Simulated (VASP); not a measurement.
# CrB2 with PBEsol + U: from relaxation to properties, part 3 of 10

Wanted: the relaxed cell of CrB2 and its properties. The start is a cell from a database of measured crystal structures.

VASP 6.6.1, plane waves and PAW; the level of theory is named at each step.

Still holding for the runs below: A U on the itinerant d states of such a compound is hard to justify; it moves the bands at the Fermi level and favours large moments.

So far. Step 2 (Magnetic order: ferromagnetic): The run ends ferromagnetic with a largest moment of 2.43 μB, and the mesh shows no gap. Step 3 (Magnetic order: antiferromagnetic, q = (0, 0, 1/2)): The energy lies -6.9 meV an atom from the first pattern. The run ends antiferromagnetic with a largest moment of 2.66 μB, and the mesh shows no gap.

## Step 4: Magnetic order: antiferromagnetic, q = (1/2, 1/2, 1/2)

Level of this step: PBEsol, DFT+U (Cr d 3 eV), spin-polarised from an antiferromagnetic start; plane waves and PAW (Cr_pv, B) (VASP).

Next, a pattern with opposite moments, which needs a doubled cell; q is given in the reciprocal vectors of the primitive cell.

The input, INCAR:

```
SYSTEM = CrB2
PREC = Accurate
ENCUT = 420
EDIFF = 1E-06
NELM = 100
ISMEAR = 0
SIGMA = 0.05
LREAL = .FALSE.
ALGO = Normal
GGA = PS
NBANDS = 27
ISPIN = 2
MAGMOM = 3 -3 0 0 0 0
LDAU = .TRUE.
LDAUTYPE = 2
LDAUL = 2 -1
LDAUU = 3 0
LDAUJ = 0 0
LDAUPRINT = 1
LASPH = .TRUE.
LMAXMIX = 4
LORBIT = 11
LWAVE = .FALSE.
LCHARG = .FALSE.
KPAR = 8
ISIF = 2
```

The input, POSCAR:

```
CrB2
1.0
    5.9400000000      0.0000000000      0.0000000000
    1.4850000000      2.5720954492      0.0000000000
    2.9700000000      0.0000000000      3.0700000000
Cr B
2 4
Direct
    0.0000000000      0.0000000000      0.0000000000
    0.5000000000      0.0000000000      0.0000000000
    0.5833333333      0.6666666667      0.5000000000
    0.0833333333      0.6666666667      0.5000000000
    0.9166666667      0.3333333333      0.5000000000
    0.4166666667      0.3333333333      0.5000000000
```

The input, KPOINTS:

```
Automatic mesh
0
Gamma
9 9 9
0 0 0
```

The projector-augmented-wave data sets are Cr_pv and B (PBE family, release 64).

On the command line:

```console
$ mpirun -np 8 vasp_std
```

Log:

```text
[... set-up lines as in an earlier step ...]
 entering main loop
       N       E                     dE             d eps       ncg     rms          rms(c)
DAV:   1     0.315427659547E+03    0.31543E+03   -0.16648E+04 13596   0.126E+03
DAV:   2    -0.355178549164E+02   -0.35095E+03   -0.33805E+03 13588   0.398E+02
DAV:   3    -0.551533481977E+02   -0.19635E+02   -0.19106E+02 16711   0.986E+01
DAV:   4    -0.555828402887E+02   -0.42949E+00   -0.42616E+00 16665   0.135E+01
DAV:   5    -0.555934442096E+02   -0.10604E-01   -0.10599E-01 18332   0.209E+00    0.348E+01
DAV:   6    -0.503357057891E+02    0.52577E+01   -0.13741E+02 16292   0.949E+01    0.277E+01
DAV:   7    -0.445709216076E+02    0.57648E+01   -0.47396E+01 15577   0.677E+01    0.840E+00
DAV:   8    -0.448293224052E+02   -0.25840E+00   -0.24595E+00 16005   0.990E+00    0.406E+00
DAV:   9    -0.449421920624E+02   -0.11287E+00   -0.85707E-01 18236   0.583E+00    0.189E+00
DAV:  10    -0.449389312279E+02    0.32608E-02   -0.17645E-01 16338   0.337E+00    0.132E+00
DAV:  11    -0.449383212792E+02    0.60995E-03   -0.11609E-02 16997   0.960E-01    0.731E-01
DAV:  12    -0.449408676655E+02   -0.25464E-02   -0.14769E-02 18731   0.958E-01    0.203E-01
DAV:  13    -0.449410966464E+02   -0.22898E-03   -0.17331E-03 15623   0.264E-01    0.749E-02
DAV:  14    -0.449411138245E+02   -0.17178E-04   -0.74298E-05 16193   0.673E-02    0.303E-02
DAV:  15    -0.449411142192E+02   -0.39469E-06   -0.13843E-05 16607   0.374E-02    0.123E-02
DAV:  16    -0.449411152646E+02   -0.10454E-05   -0.37390E-06 12646   0.146E-02    0.585E-03
DAV:  17    -0.449411153668E+02   -0.10217E-06   -0.98313E-07  8968   0.643E-03
   1 F= -.44941115E+02 E0= -.44940524E+02  d E =-.118353E-02  mag=     0.0000
```

The job ended after 19 s (8 MPI ranks of Intel Xeon 6975P-C (Granite Rapids), shared host; peak memory 2.4 GiB).

From OUTCAR (step 4):

```text
  LATTYP: Found a body centered orthorhombic cell.
 ALAT       =     2.9700000000
 B/A-ratio  =     1.7320508076
 C/A-ratio  =     2.0673400674

 Subroutine GETGRP returns: Found  8 space group operations
 (whereof  8 operations were pure point group operations)

The static configuration has the point symmetry D_2h.

 Found    125 irreducible k-points:

   k-points           NKPTS =    125   k-points in BZ     NKDIM =    125   number of bands    NBANDS=     27

   dimension x,y,z NGX =    40 NGY =   20 NGZ =   30
   dimension x,y,z NGXF=    80 NGYF=   40 NGZF=   60

   ENCUT  =  420.0 eV  30.87 Ry    5.56 a.u.   9.93  4.96  7.14*2*pi/ulx,y,z

   NELECT =      36.0000    total number of electrons

atom =   1  type =  1  l = 2

 onsite density matrix

spin component  1

  0.7383 -0.0000 -0.0401  0.0000 -0.0237
 -0.0000  0.5976 -0.0000  0.0474  0.0000
 -0.0401 -0.0000  0.8525  0.0000  0.0232
  0.0000  0.0474  0.0000  0.5428  0.0000
 -0.0237  0.0000  0.0232  0.0000  0.7109

spin component  2

  0.1593 -0.0000 -0.0093 -0.0000 -0.0161
 -0.0000  0.2499  0.0000 -0.0416  0.0000
 -0.0093  0.0000  0.0773 -0.0000  0.0054
 -0.0000 -0.0416 -0.0000  0.2980 -0.0000
 -0.0161  0.0000  0.0054 -0.0000  0.1408

 occupancies and eigenvectors

  o =  0.0760  v =  0.0000  0.0000  0.0000  0.0000  0.0000 -0.0999 -0.0000 -0.9933  0.0000  0.0577      0.0000  0.0000  0.0000  0.0000  0.0000  0.0000  0.0000  0.0000  0.0000  0.0000
  o =  0.1315  v =  0.0000  0.0000  0.0000  0.0000  0.0000 -0.5000  0.0000  0.0000 -0.0000 -0.8660      0.0000  0.0000  0.0000  0.0000  0.0000  0.0000  0.0000  0.0000  0.0000  0.0000
  o =  0.1699  v =  0.0000  0.0000  0.0000  0.0000  0.0000  0.8602  0.0000 -0.1153  0.0000 -0.4967      0.0000  0.0000  0.0000  0.0000  0.0000  0.0000  0.0000  0.0000  0.0000  0.0000
  o =  0.2258  v =  0.0000  0.0000  0.0000  0.0000  0.0000  0.0000 -0.8660 -0.0000 -0.5000  0.0000      0.0000  0.0000  0.0000  0.0000  0.0000  0.0000  0.0000  0.0000  0.0000  0.0000
  o =  0.3220  v =  0.0000  0.0000  0.0000  0.0000  0.0000 -0.0000  0.5000  0.0000 -0.8660  0.0000      0.0000  0.0000  0.0000  0.0000  0.0000  0.0000  0.0000  0.0000  0.0000  0.0000
  o =  0.5154  v = -0.0000 -0.5000 -0.0000  0.8660  0.0000  0.0000  0.0000  0.0000  0.0000  0.0000      0.0000  0.0000  0.0000  0.0000  0.0000  0.0000  0.0000  0.0000  0.0000  0.0000
  o =  0.6249  v =  0.0000 -0.8660 -0.0000 -0.5000  0.0000  0.0000  0.0000  0.0000  0.0000  0.0000      0.0000  0.0000  0.0000  0.0000  0.0000  0.0000  0.0000  0.0000  0.0000  0.0000
  o =  0.6972  v =  0.5000  0.0000  0.0000  0.0000  0.8660  0.0000  0.0000  0.0000  0.0000  0.0000      0.0000  0.0000  0.0000  0.0000  0.0000  0.0000  0.0000  0.0000  0.0000  0.0000
  o =  0.7339  v =  0.8066 -0.0000  0.3640 -0.0000 -0.4657  0.0000  0.0000  0.0000  0.0000  0.0000      0.0000  0.0000  0.0000  0.0000  0.0000  0.0000  0.0000  0.0000  0.0000  0.0000
  o =  0.8706  v = -0.3152 -0.0000  0.9314 -0.0000  0.1820  0.0000  0.0000  0.0000  0.0000  0.0000      0.0000  0.0000  0.0000  0.0000  0.0000  0.0000  0.0000  0.0000  0.0000  0.0000

atom =   2  type =  1  l = 2

 onsite density matrix

spin component  1

  0.1593 -0.0000 -0.0093 -0.0000 -0.0161
 -0.0000  0.2499  0.0000 -0.0416 -0.0000
 -0.0093  0.0000  0.0773 -0.0000  0.0054
 -0.0000 -0.0416 -0.0000  0.2980 -0.0000
 -0.0161 -0.0000  0.0054 -0.0000  0.1408

spin component  2

  0.7383  0.0000 -0.0401  0.0000 -0.0237
  0.0000  0.5976 -0.0000  0.0474  0.0000
 -0.0401 -0.0000  0.8525 -0.0000  0.0232
  0.0000  0.0474 -0.0000  0.5428  0.0000
 -0.0237  0.0000  0.0232  0.0000  0.7109

 occupancies and eigenvectors

  o =  0.0760  v = -0.0999  0.0000 -0.9933  0.0000  0.0577  0.0000  0.0000  0.0000  0.0000  0.0000      0.0000  0.0000  0.0000  0.0000  0.0000  0.0000  0.0000  0.0000  0.0000  0.0000
  o =  0.1315  v = -0.5000 -0.0000  0.0000 -0.0000 -0.8660  0.0000  0.0000  0.0000  0.0000  0.0000      0.0000  0.0000  0.0000  0.0000  0.0000  0.0000  0.0000  0.0000  0.0000  0.0000
  o =  0.1699  v =  0.8602 -0.0000 -0.1153 -0.0000 -0.4967  0.0000  0.0000  0.0000  0.0000  0.0000      0.0000  0.0000  0.0000  0.0000  0.0000  0.0000  0.0000  0.0000  0.0000  0.0000
  o =  0.2258  v = -0.0000  0.8660 -0.0000  0.5000 -0.0000  0.0000  0.0000  0.0000  0.0000  0.0000      0.0000  0.0000  0.0000  0.0000  0.0000  0.0000  0.0000  0.0000  0.0000  0.0000
  o =  0.3220  v = -0.0000 -0.5000  0.0000  0.8660  0.0000  0.0000  0.0000  0.0000  0.0000  0.0000      0.0000  0.0000  0.0000  0.0000  0.0000  0.0000  0.0000  0.0000  0.0000  0.0000
  o =  0.5154  v =  0.0000  0.0000  0.0000  0.0000  0.0000 -0.0000  0.5000  0.0000 -0.8660 -0.0000      0.0000  0.0000  0.0000  0.0000  0.0000  0.0000  0.0000  0.0000  0.0000  0.0000
  o =  0.6249  v =  0.0000  0.0000  0.0000  0.0000  0.0000  0.0000 -0.8660 -0.0000 -0.5000  0.0000      0.0000  0.0000  0.0000  0.0000  0.0000  0.0000  0.0000  0.0000  0.0000  0.0000
  o =  0.6972  v =  0.0000  0.0000  0.0000  0.0000  0.0000  0.5000  0.0000  0.0000  0.0000  0.8660      0.0000  0.0000  0.0000  0.0000  0.0000  0.0000  0.0000  0.0000  0.0000  0.0000
  o =  0.7339  v =  0.0000  0.0000  0.0000  0.0000  0.0000 -0.8066  0.0000 -0.3640  0.0000  0.4657      0.0000  0.0000  0.0000  0.0000  0.0000  0.0000  0.0000  0.0000  0.0000  0.0000
  o =  0.8706  v =  0.0000  0.0000  0.0000  0.0000  0.0000 -0.3152 -0.0000  0.9314  0.0000  0.1820      0.0000  0.0000  0.0000  0.0000  0.0000  0.0000  0.0000  0.0000  0.0000  0.0000

 E-fermi :  10.4039

 spin component 1
 k-point     1 :       0.0000    0.0000    0.0000
  band No.  band energies     occupation
    ...
     14       6.5238      1.00000
     15       7.1617      1.00000
     16       7.5595      1.00000
     17      10.1754      1.00000
     18      10.2139      1.00000
     19      10.7526      0.00000
     20      11.9027      0.00000
     21      12.3784      0.00000
     22      13.6188      0.00000
     23      14.0681      0.00000
    ...

 k-point     2 :       0.1111    0.0000    0.0000
  band No.  band energies     occupation
    ...
     14       6.5553      1.00000
     15       7.1592      1.00000
     16       7.6212      1.00000
     17      10.0866      1.00000
     18      10.2412      1.00000
     19      10.6485      0.00000
     20      11.8830      0.00000
     21      12.2409      0.00000
     22      13.5375      0.00000
     23      13.7190      0.00000
    ...

 k-point     3 :       0.2222    0.0000   -0.0000
  band No.  band energies     occupation
    ...
     14       6.6354      1.00000
     15       6.9934      1.00000
     16       7.8609      1.00000
     17       9.5652      1.00000
     18      10.2965      0.99881
     19      10.6355      0.00000
     20      11.6398      0.00000
     21      12.1804      0.00000
     22      13.0615      0.00000
     23      13.5204      0.00000
    ...

 k-point     4 :       0.3333    0.0000   -0.0000
  band No.  band energies     occupation
    ...
     14       6.7214      1.00000
     15       6.7317      1.00000
     16       8.2724      1.00000
     17       8.8789      1.00000
     18      10.0416      1.00000
     19      10.7867      0.00000
     20      11.4418      0.00000
     21      12.2911      0.00000
     22      12.3919      0.00000
     23      13.5951      0.00000
    ...

  Total        0.9102798      2.5399619      1.6765006      1.4113461      0.0000000      0.0000000
  in kB       31.0937838     86.7612667     57.2667304     48.2094544      0.0000000      0.0000000
  external PRESSURE =      58.3739270 kB  Pullay stress =       0.0000000 kB

  energy-cutoff  :      420.00
  volume of cell :       46.90
      direct lattice vectors                 reciprocal lattice vectors
     5.940000000  0.000000000  0.000000000     0.168350168 -0.097197015 -0.162866450
     1.485000000  2.572095449  0.000000000     0.000000000  0.388788060  0.000000000
     2.970000000  0.000000000  3.070000000     0.000000000  0.000000000  0.325732899

 POSITION                                       TOTAL-FORCE (eV/Angst)
 -----------------------------------------------------------------------------------
      0.00000      0.00000      0.00000        -0.000000      0.000000      0.000000
      2.97000      0.00000      0.00000        -0.000000      0.000000     -0.000000
      5.94000      1.71473      1.53500        -0.096008      0.055430     -0.000000
      2.97000      1.71473      1.53500        -0.096008      0.055430     -0.000000
      7.42500      0.85737      1.53500         0.096008     -0.055430      0.000000
      4.45500      0.85737      1.53500         0.096008     -0.055430     -0.000000
 -----------------------------------------------------------------------------------
    total drift:                               -0.000000      0.000000     -0.000000

  FREE ENERGIE OF THE ION-ELECTRON SYSTEM (eV)
  ---------------------------------------------------
  free  energy   TOTEN  =       -44.9411153668 eV

  energy  without entropy=      -44.9399318405  energy(sigma->0) =      -44.94052360

 total charge
# of ion       s       p       d       tot
------------------------------------------
    1        0.278   6.362   4.330  10.970
    2        0.278   6.362   4.330  10.970
    3        0.689   1.355   0.000   2.044
    4        0.689   1.355   0.000   2.044
    5        0.689   1.355   0.000   2.044
    6        0.689   1.355   0.000   2.044
--------------------------------------------------
tot          3.312  18.144   8.659  30.115

 magnetization (x)
# of ion       s       p       d       tot
------------------------------------------
    1        0.011   0.030   2.510   2.551
    2       -0.011  -0.030  -2.510  -2.551
    3        0.000   0.000   0.000   0.000
    4        0.000   0.000   0.000   0.000
    5        0.000   0.000   0.000   0.000
    6        0.000   0.000   0.000   0.000
--------------------------------------------------
tot          0.000   0.000   0.000   0.000

[... 6 further parts left out ...]
```

At this level the cell is under a pressure of 5.8 GPa, so at these settings it is away from equilibrium.

This step gave:

- irreducible k-points: 125
- symmetry operations: 8
- free energy (TOTEN): -44.94 eV
- energy at zero smearing: -44.94 eV
- Fermi energy: 10.40 eV
- pressure: 5.837 GPa

Spin moment in the PAW sphere by atom:

```csv
atom,spin moment in the PAW sphere (μB)
Cr1,2.55
Cr2,-2.55
B3,0.00
B4,0.00
B5,0.00
B6,0.00
```

Force by atom:

```csv
atom,x (eV/Å),y (eV/Å),z (eV/Å),size
Cr1,0.000,0.000,0.000,0.000
Cr2,0.000,0.000,0.000,0.000
B3,-0.096,0.055,0.000,0.111
B4,-0.096,0.055,0.000,0.111
B5,0.096,-0.055,0.000,0.111
B6,0.096,-0.055,0.000,0.111
```

The energy lies +13.1 meV an atom from the first pattern. The run ends antiferromagnetic with a largest moment of 2.55 μB, and the mesh shows no gap.

(Continued in part 4 of 10.)

[Lines on the potential files, build, host, timing and source positions are cut from VASP's logs without a mark.]

[Logs are printed without paths, hosts, clocks, repeated set-up lines and the standing remarks that a program may print on its own settings, such as how far it seeks lower states.]

[Hosts, paths, dates, database ids (printed as entryN), source tags and the programs' standing remarks are cut or masked in the printed files.]

[A measured line is paired with the nearest computed mode of its activity, which favours agreement.]
